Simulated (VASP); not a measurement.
A convergence study with VASP on Cs (bcc): one setting is varied, all else stays as given below, so the limit is that of these other settings.

```xyz
1
Lattice="-3.0500 3.0500 3.0500 3.0500 -3.0500 3.0500 3.0500 3.0500 -3.0500" Properties=species:S:1:pos:R:3 pbc="T T T"
Cs     0.0000     0.0000     0.0000
```

The numbers are results of PBE GGA, VASP's PBE PAW potentials (set 64) (plane waves; VASP), not measurements. The tightest run used: 550 eV cut-off, 18×18×18 Γ-centred mesh, first-order Methfessel-Paxton smearing of 0.10 eV, potentials Cs_sv.

Problem. The settings run are 1×1×1 mesh; 2×2×2 mesh; 3×3×3 mesh; 4×4×4 mesh; 5×5×5 mesh; 6×6×6 mesh; 7×7×7 mesh; 8×8×8 mesh; 9×9×9 mesh; 10×10×10 mesh; 11×11×11 mesh; 12×12×12 mesh; 13×13×13 mesh; 14×14×14 mesh; 15×15×15 mesh; 16×16×16 mesh; 17×17×17 mesh; 18×18×18 mesh. From which on does the energy per atom stay within 0.01 eV/atom of the tightest run?

Solution. From 7×7×7 mesh on: it is off by 0.0019 there and by no more than 0.01 in any finer run, while 6×6×6 mesh is off by 0.0155.
```json
[
 {"setting": "1×1×1 mesh", "E (eV/atom)": "-1.6210", "pressure (GPa)": "0.56", "irreducible k-points": "1", "difference judged (eV/atom)": "0.7717"},
 {"setting": "2×2×2 mesh", "E (eV/atom)": "-0.6789", "pressure (GPa)": "-0.46", "irreducible k-points": "3", "difference judged (eV/atom)": "0.1704"},
 {"setting": "3×3×3 mesh", "E (eV/atom)": "-0.9233", "pressure (GPa)": "-0.02", "irreducible k-points": "4", "difference judged (eV/atom)": "0.0740"},
 {"setting": "4×4×4 mesh", "E (eV/atom)": "-0.7901", "pressure (GPa)": "0.08", "irreducible k-points": "8", "difference judged (eV/atom)": "0.0592"},
 {"setting": "5×5×5 mesh", "E (eV/atom)": "-0.8535", "pressure (GPa)": "0.04", "irreducible k-points": "10", "difference judged (eV/atom)": "0.0042"},
 {"setting": "6×6×6 mesh", "E (eV/atom)": "-0.8338", "pressure (GPa)": "0.07", "irreducible k-points": "16", "difference judged (eV/atom)": "0.0155"},
 {"setting": "7×7×7 mesh", "E (eV/atom)": "-0.8512", "pressure (GPa)": "0.06", "irreducible k-points": "20", "difference judged (eV/atom)": "0.0019"},
 {"setting": "8×8×8 mesh", "E (eV/atom)": "-0.8431", "pressure (GPa)": "0.06", "irreducible k-points": "29", "difference judged (eV/atom)": "0.0062"},
 {"setting": "9×9×9 mesh", "E (eV/atom)": "-0.8515", "pressure (GPa)": "0.06", "irreducible k-points": "35", "difference judged (eV/atom)": "0.0023"},
 {"setting": "10×10×10 mesh", "E (eV/atom)": "-0.8452", "pressure (GPa)": "0.06", "irreducible k-points": "47", "difference judged (eV/atom)": "0.0041"},
 {"setting": "11×11×11 mesh", "E (eV/atom)": "-0.8516", "pressure (GPa)": "0.05", "irreducible k-points": "56", "difference judged (eV/atom)": "0.0023"},
 {"setting": "12×12×12 mesh", "E (eV/atom)": "-0.8469", "pressure (GPa)": "0.06", "irreducible k-points": "72", "difference judged (eV/atom)": "0.0023"},
 {"setting": "13×13×13 mesh", "E (eV/atom)": "-0.8506", "pressure (GPa)": "0.05", "irreducible k-points": "84", "difference judged (eV/atom)": "0.0014"},
 {"setting": "14×14×14 mesh", "E (eV/atom)": "-0.8483", "pressure (GPa)": "0.06", "irreducible k-points": "104", "difference judged (eV/atom)": "0.0009"},
 {"setting": "15×15×15 mesh", "E (eV/atom)": "-0.8499", "pressure (GPa)": "0.05", "irreducible k-points": "120", "difference judged (eV/atom)": "0.0006"},
 {"setting": "16×16×16 mesh", "E (eV/atom)": "-0.8490", "pressure (GPa)": "0.06", "irreducible k-points": "145", "difference judged (eV/atom)": "0.0002"},
 {"setting": "17×17×17 mesh", "E (eV/atom)": "-0.8496", "pressure (GPa)": "0.05", "irreducible k-points": "165", "difference judged (eV/atom)": "0.0004"},
 {"setting": "18×18×18 mesh", "E (eV/atom)": "-0.8492", "pressure (GPa)": "0.06", "irreducible k-points": "195", "difference judged (eV/atom)": "0.0000"}
]
```

Left out are rungs that failed or repeat a setting and relaxations that didn't move; long series are thinned to 24 rows.

The compound is Cs in the bcc structure. The cell was not relaxed at this level.
